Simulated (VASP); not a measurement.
# Si in VASP: a series of runs

The runs below take Si through work function, with LDA, PBE, PBEsol, RPBE, revPBE.

All numbers are computed with VASP 6.6.1; they aren't measurements. Logs are shortened: lines on timing, memory, paths and dates and some standing lists are left out, and cuts for length are marked.

### 1 The structure

The cell holds a slab with vacuum, 8 atoms: a = 3.840 Å, b = 3.840 Å, c = 25.191 Å, α = 90.00°, β = 90.00°, γ = 120.00°.

The slab is cut from a database's or a generator's crystal, which needn't be the stable form of the element.

### 2 Work function, LDA

Input file INCAR:

```
PREC = Accurate
ENCUT = 520
EDIFF = 1E-6
ISMEAR = -1
SIGMA = 0.05
LREAL = F
LASPH = T
NELM = 60
ALGO = Fast
ISIF = 2
LWAVE = F
LCHARG = T
LDIPOL = T
IDIPOL = 3
DIPOL = 0.5 0.5 0.500
LELF = T
LVHAR = T
LVACPOTAV = T
```

Input file KPOINTS:

```
regular mesh
0
Gamma
  6 6 1
```

Input file POSCAR:

```
Si
1.0
    3.8402545022      0.0000000000      0.0000000000
   -1.9201272511      3.3257579559      0.0000000000
    0.0000000000      0.0000000000     25.1905526806
Si
8
Direct
    0.3333333333      0.6666666667      0.2977306649
    0.0000000000      0.0000000000      0.3288490242
    0.0000000000      0.0000000000      0.4222041019
    0.6666666667      0.3333333333      0.4533224611
    0.6666666667      0.3333333333      0.5466775389
    0.3333333333      0.6666666667      0.5777958981
    0.3333333333      0.6666666667      0.6711509758
    0.0000000000      0.0000000000      0.7022693351
```

Potentials or basis: VASP PAW LDA potentials, release 64 (Si).

The run is started by

```console
> cat potpaw_LDA.64/Si/POTCAR > POTCAR
> mpirun -np 1 vasp_std > vasp.out
```

OUTCAR:

```text
PREC = Accurate
   ENCUT = 520
   EDIFF = 1E-6
   ISMEAR = -1
   LREAL = F
   LASPH = T
   NELM = 60
   ISIF = 2

 ion  position               nearest neighbor table
   1  0.333  0.667  0.298-   2 2.35   2 2.35   2 2.35
   2  0.000  0.000  0.329-   3 2.35   1 2.35   1 2.35   1 2.35
   3  0.000  0.000  0.422-   4 2.35   2 2.35   4 2.35   4 2.35
   4  0.667  0.333  0.453-   3 2.35   3 2.35   3 2.35   5 2.35
   5  0.667  0.333  0.547-   6 2.35   6 2.35   6 2.35   4 2.35
   6  0.333  0.667  0.578-   5 2.35   5 2.35   7 2.35   5 2.35
   7  0.333  0.667  0.671-   6 2.35   8 2.35   8 2.35   8 2.35
   8  0.000  0.000  0.702-   7 2.35   7 2.35   7 2.35

  LATTYP: Found a hexagonal cell.
 ALAT       =     3.8402545022
 C/A-ratio  =     6.5596050122

  Lattice vectors:

 A1 = (   3.8402545022,   0.0000000000,   0.0000000000)
 A2 = (  -1.9201272511,   3.3257579559,   0.0000000000)
 A3 = (   0.0000000000,   0.0000000000,  25.1905526806)

Analysis of symmetry for initial positions (statically):
=====================================================================
 Subroutine PRICEL returns:
 Original cell was already a primitive cell.

 Routine SETGRP: Setting up the symmetry group for a
 hexagonal supercell.

 Subroutine GETGRP returns: Found 12 space group operations
 (whereof  6 operations were pure point group operations)
 out of a pool of 24 trial point group operations.

The static configuration has the point symmetry C_3v.
 The point group associated with its full space group is D_3d.

Analysis of symmetry for dynamics (positions and initial velocities):
=====================================================================
 Subroutine PRICEL returns:
 Original cell was already a primitive cell.

 Routine SETGRP: Setting up the symmetry group for a
 hexagonal supercell.

 Subroutine GETGRP returns: Found 12 space group operations
 (whereof  6 operations were pure point group operations)
 out of a pool of 24 trial point group operations.

The dynamic configuration has the point symmetry C_3v.
 The point group associated with its full space group is D_3d.

 Subroutine INISYM returns: Found 12 space group operations
 (whereof  6 operations are pure point group operations),
 and found     1 'primitive' translations

----------------------------------------------------------------------------------------

                                     Primitive cell

  volume of cell :     321.7276

  direct lattice vectors                    reciprocal lattice vectors
     3.840254502  0.000000000  0.000000000     0.260399408  0.150341668  0.000000000
    -1.920127251  3.325757956  0.000000000     0.000000000  0.300683337  0.000000000
     0.000000000  0.000000000 25.190552681     0.000000000  0.000000000  0.039697422

  length of vectors
     3.840254502  3.840254502 25.190552681     0.300683337  0.300683337  0.039697422

  position of ions in fractional coordinates (direct lattice)
     0.333333333  0.666666667  0.297730665
     0.000000000  0.000000000  0.328849024
     0.000000000  0.000000000  0.422204102
     0.666666667  0.333333333  0.453322461
     0.666666667  0.333333333  0.546677539
     0.333333333  0.666666667  0.577795898
     0.333333333  0.666666667  0.671150976
     0.000000000  0.000000000  0.702269335

  ion indices of the primitive-cell ions
   primitive index   ion index
                 1           1
                 2           2
                 3           3
                 4           4
                 5           5
                 6           6
                 7           7
                 8           8

----------------------------------------------------------------------------------------

 KPOINTS: regular mesh

Automatic generation of k-mesh.
 Grid dimensions read from file:
 generate k-points for:    6    6    1

 Generating k-lattice:

  Cartesian coordinates                     Fractional coordinates (reciprocal lattice)
     0.043399901  0.025056945  0.000000000     0.166666667  0.000000000  0.000000000
     0.000000000  0.050113889  0.000000000     0.000000000  0.166666667  0.000000000
     0.000000000  0.000000000  0.039697422     0.000000000  0.000000000  1.000000000

  Length of vectors
     0.050113889  0.050113889  0.039697422

  Shift w.r.t. Gamma in fractional coordinates (k-lattice)
     0.000000000  0.000000000  0.000000000

 Subroutine IBZKPT returns following result:
 ===========================================

 Found      7 irreducible k-points:

 Following reciprocal coordinates:
            Coordinates               Weight
  0.000000  0.000000  0.000000      1.000000
  0.166667 -0.000000  0.000000      6.000000
  0.333333 -0.000000  0.000000      6.000000
  0.500000  0.000000  0.000000      3.000000
  0.166667  0.166667  0.000000      6.000000
  0.333333  0.166667  0.000000     12.000000
  0.333333  0.333333  0.000000      2.000000
   k-points           NKPTS =      7   k-points in BZ     NKDIM =      7   number of bands    NBANDS=     21
   number of dos      NEDOS =    301   number of ions     NIONS =      8
   total plane-waves  NPLWV = 172800
   dimension x,y,z NGX =    30 NGY =   30 NGZ =  192
   dimension x,y,z NGXF=    60 NGYF=   60 NGZF=  384
   ions per type =               8
   NGX,Y,Z   is equivalent  to a cutoff of  12.99, 12.99, 12.67 a.u.
   NGXF,Y,Z  is equivalent  to a cutoff of  25.97, 25.97, 25.34 a.u.
 SYSTEM =  unknown system
   PREC   = accura    normal or accurate (medium, high low for compatibility)
   ISTART =      0    job   : 0-new  1-cont  2-samecut
   ICHARG =      2    charge: 1-file 2-atom 10-const
   ISPIN  =      1    spin polarized calculation?
   LNONCOLLINEAR =      F non collinear calculations
   LSORBIT =      F    spin-orbit coupling
   LASPH  =      T    aspherical Exc in radial PAW
   ENCUT  =  520.0 eV  38.22 Ry    6.18 a.u.   7.14  7.14 46.84*2*pi/ulx,y,z
   NELM   =     60;   NELMIN=  2; NELMDL= -5     # of ELM steps
   EDIFF  = 0.1E-05   stopping-criterion for ELM
   LREAL  =      F    real-space projection
   EDIFFG = 0.1E-04   stopping-criterion for IOM
   NSW    =      0    number of steps for IOM
   IBRION =     -1    ionic relax: 0-MD 1-quasi-New 2-CG
   NFREE  =      0    steps in history (QN), initial steepest desc. (CG)
   ISIF   =      2    stress and relaxation
   ISYM   =      2    0-nonsym 1-usesym 2-fastsym
   POTIM  = 0.5000    time-step for ionic-motion
   TEBEG  =    0.0;   TEEND  =   0.0 temperature during run
   PSTRESS=    0.0 pullay stress
   NELECT =      32.0000    total number of electrons
   NUPDOWN=      -1.0000    fix difference up-down
   EMIN   =  10.00;   EMAX   =-10.00  energy-range for DOS
   EFERMI =   0.00;   METHOD = LEGACY
   ISMEAR =    -1;   SIGMA  =   0.05  broadening in eV -4-tet -1-fermi 0-gaus
   EFERMI_NEDOS =   21; number of points for ismear=-14 and -15
   IALGO  =     68    algorithm
   IMIX   =      4    mixing-type and parameters
     AMIX     =   0.40;   BMIX     =  1.00
     AMIX_MAG =   1.60;   BMIX_MAG =  1.00
  volume/ion in A,a.u.               =      40.22       271.39
  Fermi-wavevector in a.u.,A,eV,Ry     =   0.758511  1.433378  7.827967  0.575339
  Thomas-Fermi vector in A             =   1.857098
   LORBIT       =      0    0 simple, 1 ext, 2 COOP (PROOUT), +10 PAW based schemes
   GGA     = CA    functional components
   LHFCALC =     F    Hartree Fock is set to
   AEXX    =    0.0000 exact exchange contribution
   IVDW    =     0    specifies the selected vdW correction
   LEPSILON=     F    determine dielectric tensor
   LRPA    =     F    only Hartree local field effects (RPA)
 non-spin polarized calculation
 RMM-DIIS sequential band-by-band and
  energy-cutoff  :      520.00
  volume of cell :      321.73
 maximum number of plane-waves:      8757
 NGX is ok and might be reduce to    30
   NGX = 15   NGY = 15   NGZ = 93

 dipolmoment           0.000000      0.000000      0.000000 electrons x Angstroem

 number of electron      32.0000002 magnetization

 dipolmoment           0.000000      0.000000     -0.000000 electrons x Angstroem

 Free energy of the ion-electron system (eV)
  ---------------------------------------------------
  ext. energy  EPLUGINS =         0.00000000
  ---------------------------------------------------
  free energy    TOTEN  =       -44.80670073 eV

  energy without entropy =      -44.74549232  energy(sigma->0) =      -44.77609652

 E-fermi :   0.3328     XC(G=0):  -5.4138

 val. band max:        0.2925572029   @ k =   0.0000   0.0000   0.0000
 cond. band min:       0.3379344619   @ k =   0.3333   0.1667   0.0000
 fundamental gap:      0.0453772590
 Fermi energy:         0.3327834118

 k-point     1 :       0.0000    0.0000    0.0000
  band No.  band energies     occupation
      1     -11.4803      2.00000
      2     -10.8893      2.00000
      3     -10.1076      2.00000
      4      -9.4882      2.00000
      5      -5.9776      2.00000
      6      -4.3414      2.00000
[... 13 lines left out ...]
     20       3.0530      0.00000
     21       3.1696      0.00000

 k-point     2 :       0.1667   -0.0000    0.0000
  band No.  band energies     occupation
      1     -11.1601      2.00000
      2     -10.5718      2.00000
      3      -9.7902      2.00000
      4      -9.1664      2.00000
      5      -5.8540      2.00000
      6      -4.3018      2.00000
[... 13 lines left out ...]
     20       2.9665      0.00000
     21       3.2130      0.00000
[... 79 lines left out ...]
      5      -6.8187      2.00000
      6      -6.2986      2.00000
[... 13 lines left out ...]
     20       3.1526      0.00000
     21       3.5794      0.00000

 k-point     7 :       0.3333    0.3333    0.0000
  band No.  band energies     occupation
      1      -8.4305      2.00000
      2      -8.3123      2.00000
      3      -8.3123      2.00000
      4      -6.8428      2.00000
      5      -6.8428      2.00000
      6      -6.5230      2.00000
[... 13 lines left out ...]
     20       2.8956      0.00000
     21       3.8769      0.00000

------------------------ aborting loop because EDIFF is reached ----------------------------------------

  FORCE on cell =-STRESS in cart. coord.  units (eV):
  Direction    XX          YY          ZZ          XY          YZ          ZX
  --------------------------------------------------------------------------------------
  -------------------------------------------------------------------------------------
  Total       -2.3367317     -2.3367317     -1.3218757     -0.0000000      0.0000000      0.0000000
  in kB      -11.6367334    -11.6367334     -6.5828334     -0.0000000      0.0000000      0.0000000
  external PRESSURE =      -9.9521000 kB  Pullay stress =       0.0000000 kB

 VOLUME and BASIS-vectors are now :
 -----------------------------------------------------------------------------
  energy-cutoff  :      520.00
  volume of cell :      321.73
      direct lattice vectors                 reciprocal lattice vectors
     3.840254502  0.000000000  0.000000000     0.260399408  0.150341668  0.000000000
    -1.920127251  3.325757956  0.000000000     0.000000000  0.300683337  0.000000000
     0.000000000  0.000000000 25.190552681     0.000000000  0.000000000  0.039697422

 POSITION                                       TOTAL-FORCE (eV/Angst)
 -----------------------------------------------------------------------------------
     -0.00000      2.21717      7.50000        -0.000000      0.000000      0.682743
      0.00000      0.00000      8.28389        -0.000000      0.000000     -0.720473
      0.00000      0.00000     10.63555         0.000000      0.000000      0.236902
      1.92013      1.10859     11.41944         0.000000     -0.000000     -0.157077
      1.92013      1.10859     13.77111        -0.000000      0.000000      0.157077
     -0.00000      2.21717     14.55500        -0.000000     -0.000000     -0.236902
     -0.00000      2.21717     16.90666         0.000000     -0.000000      0.720473
      0.00000      0.00000     17.69055         0.000000     -0.000000     -0.682743
 -----------------------------------------------------------------------------------
    total drift:                                0.000000     -0.000000     -0.000000

  FREE ENERGIE OF THE ION-ELECTRON SYSTEM (eV)
  ---------------------------------------------------
  free  energy   TOTEN  =       -44.8067007325 eV

  energy  without entropy=      -44.7454923157  energy(sigma->0) =      -44.77609652

 vacuum level on the upper side and lower side of the slab         5.340         5.340
```

It took 52 s on 1 thread of Intel Xeon 6975P-C (Granite Rapids), shared host; peak memory 0.3 GiB.

Results:

| Property | Result |
| --- | --- |
| Free energy | -44.8067 eV |
| Largest force | 0.720 eV/Å |
| Band gap on the k mesh | none (metal or under the smearing width) |
| Work function of the upper face | 5.01 eV |
| Work function of the lower face | 5.01 eV |

Forces in eV/Å, atoms in the order of the input:
```
Si   0.000  0.000  0.683
Si   0.000  0.000 -0.720
Si   0.000  0.000  0.237
Si   0.000  0.000 -0.157
Si   0.000  0.000  0.157
Si   0.000  0.000 -0.237
Si   0.000  0.000  0.720
Si   0.000  0.000 -0.683
```

(Continued in part 2 of 3.)
